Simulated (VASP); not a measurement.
## CoSn (sg191): computed properties

All values below come from PBEsol GGA, VASP's PBE PAW potentials (set 64) (plane waves; VASP).

* **space group**: P6/mmm (191)
* **cell**: a = b = 5.217 Å, c = 4.165 Å, α = β = 90.00°, γ = 120.00°
* **volume per atom**: 16.36 Å³/atom
* **band gap (over mesh and band path)**: none (metal, semimetal or under 0.01 eV)
* **cell moment**: 0.00 μB
* **band gap with spin-orbit coupling**: none (metallic)
* **density**: 9.02 g/cm³

Space group P6/mmm (No. 191); a = b = 5.2167 Å, c = 4.1650 Å, α = β = 90.00°, γ = 120.00°

```tsv
atom	site	symmetry	x	y	z
Co	3f	mmm	0.0000	0.5000	0.0000
Sn	1a	6/mmm	0.0000	0.0000	0.0000
Sn	2d	-6m2	0.3333	0.6667	0.5000
```

Unless said otherwise, spin-orbit coupling is left out, though it shifts the bands of the heavy elements here.

The compound is CoSn in the sg191 structure. It was relaxed first. Symmetry was kept, so distortions that lower it aren't found.
